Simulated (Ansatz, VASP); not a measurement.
# Cross-check of AlN between VASP and Ansatz

Wanted: the spread between two codes on one cell, functional and k mesh. The cell is taken from a series of runs on this material, whose earlier steps may have relaxed, scaled, displaced or heated it; both programs get it as it stands.

Program: Ansatz 0.2.0. Level of theory: plane waves, with VASP 6.6.1 beside it; zone-centre phonons at PBE. Results are calculated unless marked as measured.

## (1) The starting structure

It takes space group P6_3mc (No. 186, hexagonal). Conventional cell: a = 3.090 Å, b = 3.090 Å, c = 4.940 Å, α = 90.00°, β = 90.00°, γ = 120.00°. N has 4 Al at 1.88 to 1.89 Å nearest. Nearest to Al lie 4 N at 1.88 to 1.89 Å. Farther neighbours and most contacts between anions are not listed.

Coordinates:

```cif
data_structure
_symmetry_space_group_name_H-M 'P 1'
_symmetry_Int_Tables_number 1
_cell_length_a 3.0903
_cell_length_b 3.0903
_cell_length_c 4.9404
_cell_angle_alpha 90.000
_cell_angle_beta 90.000
_cell_angle_gamma 120.000
_cell_volume 40.86
loop_
_atom_site_label
_atom_site_type_symbol
_atom_site_fract_x
_atom_site_fract_y
_atom_site_fract_z
_atom_site_occupancy
N1 N 0.33333 0.66667 0.38116 1
N2 N 0.66667 0.33333 0.88116 1
Al3 Al 0.33333 0.66667 0.99884 1
Al4 Al 0.66667 0.33333 0.49884 1
```

## (2) Ansatz: zone-centre phonons, PBE, pair 1

Ansatz runs on its PAW soft_1 files.

Second derivatives magnify differences that forces hide, and they need a tight electronic threshold.

input.yaml reads:

```yaml
crystal:
  lattice:
    - [3.0903063598, 0.0, 0.0]
    - [-1.5451531799, 2.6762838131, 0.0]
    - [0.0, 0.0, 4.9404339717]
  atoms:
    - { symbol: "N", position: [0.3333333333, 0.6666666667, 0.3811645967] }
    - { symbol: "N", position: [0.6666666667, 0.3333333333, 0.8811645967] }
    - { symbol: Al, position: [0.3333333333, 0.6666666667, -0.0011645967] }
    - { symbol: Al, position: [0.6666666667, 0.3333333333, 0.4988354033] }
kpoints:
  mp_grid: { grid: [9, 9, 6] }
hamiltonian:
  xc: pbe
  pseudopotentials: { kind: paw, azcp: { folder: soft_1 } }
scf:
  occupations: { method: fixed }
output:
  eigenvalues: true
phonons:
  method: dfpt
  dielectric: true
  rigid_motions: translations
```

Launch:

```sh
$ ansatz run input.yaml --threads 4 --pin off --max-ram 16384MiB --backend cpu --events-out ev --progress --plain --runs-dir out
```

Numbers of over 12 decimals in the logs are rounded to 6 here.

Log:

```text
Engine: ansatz 0.2.0, aarch64-unknown-linux-gnu
Pseudopotentials: kind: paw
Pseudopotential: N, paw, valence charge 5, recommended cutoff 420 eV (normal), soft_1/N.paw.azcp
Pseudopotential: Al, paw, valence charge 3, recommended cutoff 420 eV (normal), soft_1/Al.paw.azcp
Functional definition: PBE
  parameter kappa = 0.804
  parameter beta = 0.066725
  exchange = pbe_x(kappa = kappa, mu = beta*pi^2/3)
  correlation = pbe_c(beta = beta)
Crystal: 4 atoms, lattice volume = 40.860 Å³
Basis set: ecut = 420 eV, 785 PW (Γ), exchange–correlation on 48×48×72 points (8 copies of the dense FFT grid, shifted against one another)
Bands: 12, of which v1, the nominal top of the filled ones, is band 8 counted from 1 (7 counted from 0)
Symmetry: 12 space group operations
k-points: 140 of 486 (irreducible under 2 space group operations, time reversal used)
Non-local potential: N, projectors of the file, l = 0: 2, l = 1: 2, l = 2: 1
Non-local potential: Al, projectors of the file, l = 0: 2, l = 1: 2, l = 2: 1
PAW form: soft (Blöchl's): semilocal exchange-correlation on the pseudo side does not see the compensation charge
PAW one-centre angular grid: N, 110 points (default); XC on 64 Gauss nodes
PAW one-centre angular grid: Al, 110 points (default); XC on 64 Gauss nodes
Initial density: superposition of atomic densities (chi_scale 0.1, normalization cell, long waves kept (reshape's long-wave potential 0.00 eV rms))
Initial wavefunctions: pseudopotential atomic-orbital guess
Functional: x = pbe(κ = 0.804, μ = 0.219515), c = pbe(β = 0.066725)
SCF iter   1: F=—  HF=-1851.476563 eV  |F-HF|=—  |Δ(HF+E_count)|=         —  Δρ=1.43e-1  dr2=1.00e1  ethr=3.10e-3  ⟨swp⟩=4.8  Hψ=8932  notcnv=0  defer=98
preconditioner: auto → none  [insulator: Δε(μ)=5.655 eV  Ē_g=14.459 eV  n_scr=2 (ndim 8)  ℏωp=23.2 eV  f_vac=0.000  ε∞_Penn≈3.6]
SCF iter   2: F=—  HF=-1848.880174 eV  |F-HF|=—  |Δ(HF+E_count)|=    2.60e0  Δρ=7.63e-2  dr2=1.38e0  ethr=3.10e-3  ⟨swp⟩=3.2  Hψ=5118  notcnv=0  defer=273
SCF iter   3: F=—  HF=-1848.488759 eV  |F-HF|=—  |Δ(HF+E_count)|=   3.91e-1  Δρ=2.35e-2  dr2=1.13e-1  ethr=3.10e-3  ⟨swp⟩=2.3  Hψ=3977  notcnv=0  defer=260
SCF iter   4: F=—  HF=-1848.475521 eV  |F-HF|=—  |Δ(HF+E_count)|=   1.32e-2  Δρ=1.25e-3  dr2=3.29e-4  ethr=7.04e-4  ⟨swp⟩=2.0  Hψ=2008  notcnv=0  defer=280
SCF iter   5: F=—  HF=-1848.475408 eV  |F-HF|=—  |Δ(HF+E_count)|=   1.14e-4  Δρ=3.49e-4  dr2=1.20e-5  ethr=2.06e-6  ⟨swp⟩=2.1  Hψ=2667  notcnv=0  defer=280
SCF iter   6: F=—  HF=-1848.475413 eV  |F-HF|=—  |Δ(HF+E_count)|=   5.32e-6  Δρ=3.00e-5  dr2=2.42e-7  ethr=7.52e-8  ⟨swp⟩=2.0  Hψ=2797  notcnv=0
SCF iter   7: F=—  HF=-1848.475413 eV  |F-HF|=—  |Δ(HF+E_count)|=   1.70e-7  Δρ=2.97e-6  dr2=2.00e-9  ethr=1.51e-9  ⟨swp⟩=2.5  Hψ=2818  notcnv=0
SCF iter   8: F=—  HF=-1848.475413 eV  |F-HF|=—  |Δ(HF+E_count)|=   2.41e-9  Δρ=7.79e-7  dr2=1.97e-10  ethr=1.00e-12  ⟨swp⟩=7.2  Hψ=10543  notcnv=0
SCF iter   9: F=-1848.475413 eV  HF=-1848.475413 eV  |F-HF|=1.82e-12  |Δ(HF+E_count)|=  7.50e-11  Δρ=1.01e-7  dr2=3.11e-12  ethr=1.00e-12  ⟨swp⟩=5.0  Hψ=6622  notcnv=0
SCF 1 converged in 9 iterations: F = -1848.475413 eV  dr2 = 3.11e-12
  greatest PAW one-centre occupation: 0.791 electrons in one spin orbital (limit 2), on the N atom at site 1 (counted from 0), in its partial waves of l = 0
NSCF: frozen V_eff on 4 k-points
DFPT response loops at Γ: preconditioner auto → none (the input reference at scf.mixing.eps_inf says where Resta's filter doesn't serve); β = 0.50; Broyden in place of MSR1
── the response to a field inside a basis, on 10×10×6 k-points: an SCF that follows is theirs, and a resumed run solves both again ──
Bands: 9, of which v1, the nominal top of the filled ones, is band 8 counted from 1 (7 counted from 0)
k-points: 90 of 600 (irreducible under 4 space group operations, time reversal used)
Initial density: handed on by an earlier stage of this run
Initial wavefunctions: pseudopotential atomic-orbital guess (no wavefunctions were taken with the density)
Eigensolver: Dense (90 Hₖ)
SCF iter   1: F=—  HF=-1848.475436 eV  |F-HF|=—  |Δ(HF+E_count)|=         —  Δρ=2.10e-4  dr2=2.65e-6  ethr=1.00e-1
preconditioner: auto → none  [insulator: Δε(μ)=4.784 eV  Ē_g=11.340 eV  n_scr=2 (ndim 8)  ℏωp=23.2 eV  f_vac=0.000  ε∞_Penn≈5.2]
SCF iter   2: F=—  HF=-1848.475440 eV  |F-HF|=—  |Δ(HF+E_count)|=   4.05e-6  Δρ=1.00e-4  dr2=7.47e-7  ethr=1.66e-8
SCF iter   3: F=—  HF=-1848.475441 eV  |F-HF|=—  |Δ(HF+E_count)|=   1.47e-6  Δρ=3.69e-5  dr2=1.93e-7  ethr=4.67e-9
SCF iter   4: F=-1848.475442 eV  HF=-1848.475442 eV  |F-HF|=1.63e-9  |Δ(HF+E_count)|=   9.78e-8  Δρ=3.10e-6  dr2=1.09e-9  ethr=1.21e-9
SCF 1 converged in 4 iterations: F = -1848.475442 eV  dr2 = 1.09e-9
  greatest PAW one-centre occupation: 0.791 electrons in one spin orbital (limit 2), on the N atom at site 0 (counted from 0), in its partial waves of l = 0
DFPT response loops at Γ: mixed as the last ones told, above
SCF converged after 9 iterations
Free energy (F): -1848.475413 eV
Harris-Foulkes:  -1848.475413 eV  (|F-HF|=1.82e-12)
Internal energy: -1848.475413 eV  (E = F + TS)
E sigma→0 (E₀):  -1848.475413 eV
Fermi energy:    7.396933 eV
--- Per-component energies (eV) ---
  E_band       = 33.452775
  E_kinetic    = 315.387184
  E_local      = -416.636118  (includes V_loc(G=0)·N_el)
  E_nonlocal   = 89.489675
  E_hartree    = 154.274227
  E_xc         = -198.743166
  E_vxc        = -214.803737  (∫ρ·V_xc dr)
  E_paw        = -1196.066585  (= ΣΔE_a)
  E_vpaw       = -48.534383  (= ΣTr[D̂ρ^β])
  E_aug_tail   = 0.001735  (compensation charges beyond the density's cutoff)
  E_ewald      = -596.182365
  E_smearing   = -0.000000  (= −TS)
  E_closure    = -0.000000  (closes the sum)
  Σ components = -1848.475413   (vs F -1848.475413, Δ=0.00e0)
--- Band table (eV; the first three rows and the last of 140) ---
  k-point 0: bands = [... 4 lower, 6.4988, 7.1548, 7.1548, 7.3969, 11.7745, 14.2250, 18.1897, 18.6800]
  k-point 1: bands = [... 4 lower, 6.5402, 6.7933, 7.1083, 7.1083, 12.2652, 14.2941, 18.0111, 18.6455]
  k-point 2: bands = [... 4 lower, 6.6553, 6.6553, 6.9833, 6.9833, 13.2200, 14.3587, 17.7279, 18.6943]
  k-point 139: bands = [... 4 lower, 4.7840, 4.7840, 6.3018, 6.3018, 14.0464, 14.0464, 16.8502, 16.8502]
--- Phonons (Γ-DFPT): 4 representative perturbations + reference, on 140 of 486 k-points (Σ response iterations 12) ---
  k mesh reduced under 2 symmetry operations, with k and −k counted as one. Each operation leaves every solved perturbation unchanged. A smaller set is not considered because the run solves the response to a homogeneous field
  ASR residual: 6.277e-4 → 0.000e0 eV/Å²; symmetrization residual: 2.578e-4 eV/Å²
  ASR residual per site (eV/Å²): 3.30e-4 3.30e-4 6.28e-4 6.28e-4
  Γ frequencies (cm⁻¹): 0.00 0.00 0.00 236.37 236.37 556.10 628.38 680.00 680.00 688.57 688.57 738.07
  ε∞ (high-frequency dielectric tensor):
        4.396432    -0.000000    -0.000000
       -0.000000     4.396432    -0.000000
       -0.000000     0.000000     4.622586
  ε⁰ (static dielectric tensor: ions relaxed, cell fixed):
        7.899142    -0.000000    -0.000000
       -0.000000     7.899142     0.000000
       -0.000000     0.000000     9.393809
  ε⁰ − ε∞ (ionic part):
        3.502711    -0.000000    -0.000000
       -0.000000     3.502711     0.000000
       -0.000000     0.000000     4.771223
  softest optical mode at Γ: 236.37 cm⁻¹; the repairs (sum rule, projections) moved no ω² at Γ by more than (8.15 cm⁻¹)²
  Born effective charges Z* (e; rows j = field, columns β = displacement):
    site 0:
        -2.52143    0.00000    0.00000
         0.00000   -2.52143   -0.00000
         0.00000    0.00000   -2.68558
    site 1:
        -2.52143   -0.00000    0.00000
         0.00000   -2.52143    0.00000
         0.00000    0.00000   -2.68558
    site 2:
         2.52143   -0.00000   -0.00000
        -0.00000    2.52143   -0.00000
        -0.00000   -0.00000    2.68558
    site 3:
         2.52143   -0.00000   -0.00000
        -0.00000    2.52143   -0.00000
        -0.00000   -0.00000    2.68558
  Z* charge neutrality: 1.461e-3 e pre-enforcement
  solved inside a basis spanned on kpoints, on 10×10×6 k-points, its susceptibility summed on 16×16×10: ε∞ is read to err by 1.3e-2, Z* by 9.8e-3 e (field_mesh: kpoints solves on kpoints); Z* is corrected for what the basis lacks
  optical modes at Γ without the LO–TO term, one row a degenerate level:
      ω (cm⁻¹)  modes    IR ((D/Å)²/amu)
        236.37      2             0.0000
        556.10      1             0.0000
        628.38      1            36.0927
[...]
optical modes at Γ + LO–TO along q̂ = [1.0000, 0.0000, 0.0000]:
      ω (cm⁻¹)  modes    IR ((D/Å)²/amu)
[...]
optical modes at Γ + LO–TO along q̂ = [0.0000, 1.0000, 0.0000]:
      ω (cm⁻¹)  modes    IR ((D/Å)²/amu)
[...]
738.07      1             0.0000
        922.97      1            31.8155
  optical modes at Γ + LO–TO along q̂ = [0.0000, 0.0000, 1.0000]:
      ω (cm⁻¹)  modes    IR ((D/Å)²/amu)
        236.37      2             0.0000
        556.10      1             0.0000
        680.00      2             0.0000
        688.57      2            63.6309
        738.07      1             0.0000
        895.78      1            36.0927
```

(Continued in part 2 of 4.)

[Lines on the potential files, build, host, timing and source positions are cut from VASP's logs without a mark.]

[Logs are printed without paths, hosts, clocks, repeated set-up lines and the standing remarks that a program may print on its own settings, such as how far it seeks lower states.]

[Hosts, paths, dates, database ids (printed as entryN), source tags and the programs' standing remarks are cut or masked in the printed files.]
